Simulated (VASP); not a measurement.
Computed with PW91 GGA, VASP's PBE PAW potentials (set 64) (plane waves; VASP).

Input for VASP

**INCAR**
```
! general
SYSTEM  =  NaCl
PREC    =  Accurate
ENCUT   =  520   ! plane-wave cut-off (eV)
LREAL   =  .FALSE.   ! projection in real space or not
LASPH   =  .TRUE.   ! aspherical one-centre terms

! electronic loop
EDIFF   =  1E-7   ! SCF stop (eV)
NELM    =  100   ! most electronic steps
ALGO    =  Normal

! smearing
ISMEAR  =  0
SIGMA   =  0.05   ! width (eV)

! functional
GGA     =  91   ! PW91

! ions
ISIF    =  2   ! forces and stress, cell fixed

! output
LWAVE   =  .FALSE.
LCHARG  =  .FALSE.
```

**POSCAR**
```
NaCl
1
    0.0000000000     2.8143579111     2.8143579111
    2.8143579111     0.0000000000     2.8143579111
    2.8143579111     2.8143579111     0.0000000000
Na Cl
1 1
Direct
  0.0000000000   0.0000000000   0.0000000000
  0.5000000000   0.5000000000   0.5000000000
```

KPOINTS:
```
Automatic mesh
0
Gamma
8 8 8
0 0 0
```

POTCAR, in this order: Na_pv Cl (PBE.64 set). Program: vasp_std.

The resulting files:

**OSZICAR**
```
       N       E                     dE             d eps       ncg     rms          rms(c)
DAV:   1     0.968658858862E+02    0.96866E+02   -0.73554E+03   638   0.129E+03
DAV:   2     0.160529670330E+01   -0.95261E+02   -0.88395E+02   720   0.275E+02
DAV:   3    -0.684552512052E+01   -0.84508E+01   -0.83832E+01   761   0.826E+01
DAV:   4    -0.702595158362E+01   -0.18043E+00   -0.18025E+00   744   0.134E+01
DAV:   5    -0.703007523787E+01   -0.41237E-02   -0.41234E-02   828   0.198E+00    0.209E+00
DAV:   6    -0.683561267581E+01    0.19446E+00   -0.39241E-01   731   0.405E+00    0.154E+00
DAV:   7    -0.682346489480E+01    0.12148E-01   -0.88612E-02   751   0.200E+00    0.104E+00
DAV:   8    -0.682883938821E+01   -0.53745E-02   -0.88225E-03   668   0.105E+00    0.233E-01
DAV:   9    -0.682878203440E+01    0.57354E-04   -0.19278E-04   782   0.137E-01    0.124E-01
DAV:  10    -0.682890294581E+01   -0.12091E-03   -0.26344E-04   671   0.156E-01    0.406E-02
DAV:  11    -0.682889699846E+01    0.59474E-05   -0.18438E-05   752   0.456E-02    0.591E-03
DAV:  12    -0.682889743622E+01   -0.43776E-06   -0.11248E-06   686   0.125E-02    0.106E-03
DAV:  13    -0.682889774000E+01   -0.30379E-06   -0.20544E-07   689   0.344E-03    0.255E-03
DAV:  14    -0.682889760033E+01    0.13967E-06   -0.46487E-08   412   0.135E-03    0.201E-04
DAV:  15    -0.682889759925E+01    0.10782E-08   -0.23550E-09   343   0.554E-04
   1 F= -.68288976E+01 E0= -.68288976E+01  d E =-.186761E-15
```

OUTCAR:
```
------------------------ aborting loop because EDIFF is reached ----------------------------------------
  FORCE on cell =-STRESS in cart. coord.  units (eV):
  Direction    XX          YY          ZZ          XY          YZ          ZX
  --------------------------------------------------------------------------------------
  Total        0.2363903      0.2363903      0.2363903      0.0000000     -0.0000000     -0.0000000
  in kB        8.4951730      8.4951730      8.4951730      0.0000000     -0.0000000     -0.0000000
  external PRESSURE =       8.4951730 kB  Pullay stress =       0.0000000 kB
  volume of cell :       44.58
      direct lattice vectors                 reciprocal lattice vectors
     0.000000000  2.814357911  2.814357911    -0.177660417  0.177660417  0.177660417
     2.814357911  0.000000000  2.814357911     0.177660417 -0.177660417  0.177660417
     2.814357911  2.814357911  0.000000000     0.177660417  0.177660417 -0.177660417
  FREE ENERGIE OF THE ION-ELECTRON SYSTEM (eV)
  ---------------------------------------------------
  free  energy   TOTEN  =        -6.8288975993 eV

  energy  without entropy=       -6.8288975993  energy(sigma->0) =       -6.82889760
```
(Selected blocks of OUTCAR.)

OUTCAR:
```
 val. band max:       -0.7533537820   @ k =   0.0000   0.0000   0.0000

 cond. band min:       4.3948189604   @ k =   0.0000   0.0000   0.0000


 Fermi energy:        -0.4911069558

 k-point     1 :       0.0000    0.0000    0.0000
  band No.  band energies     occupation
      1     -21.6164      2.00000
      2     -21.6164      2.00000
      3     -21.6164      2.00000
      4     -13.3970      2.00000
      5      -0.7534      2.00000
      6      -0.7534      2.00000
      7      -0.7534      2.00000
      8       4.3948      0.00000
      9      10.3747      0.00000
     10      10.3747      0.00000
     11      10.3747      0.00000

 k-point     2 :       0.1250    0.0000    0.0000
  band No.  band energies     occupation
      1     -21.6208      2.00000
      2     -21.6167      2.00000
      3     -21.6167      2.00000
      4     -13.3492      2.00000
      5      -1.1239      2.00000
      6      -0.7945      2.00000
      7      -0.7945      2.00000
      8       4.8913      0.00000
      9       9.8354      0.00000
     10      10.5682      0.00000
     11      10.5682      0.00000

 k-point     3 :       0.2500    0.0000    0.0000
  band No.  band energies     occupation
      1     -21.6313      2.00000
      2     -21.6175      2.00000
      3     -21.6175      2.00000
      4     -13.2303      2.00000
      5      -1.8571      2.00000
      6      -0.8906      2.00000
      7      -0.8906      2.00000
      8       5.8640      0.00000
      9       9.2814      0.00000
     10      10.6598      0.00000
     11      10.6598      0.00000

 k-point     4 :       0.3750    0.0000    0.0000
  band No.  band energies     occupation
      1     -21.6416      2.00000
      2     -21.6183      2.00000
      3     -21.6183      2.00000
      4     -13.1063      2.00000
      5      -2.4638      2.00000
      6      -0.9827      2.00000
      7      -0.9827      2.00000
      8       6.4390      0.00000
      9       9.5401      0.00000
...
```

The compound is NaCl in the rock salt structure. This cell is one point of a volume scan, at 0.97 of the reference volume.
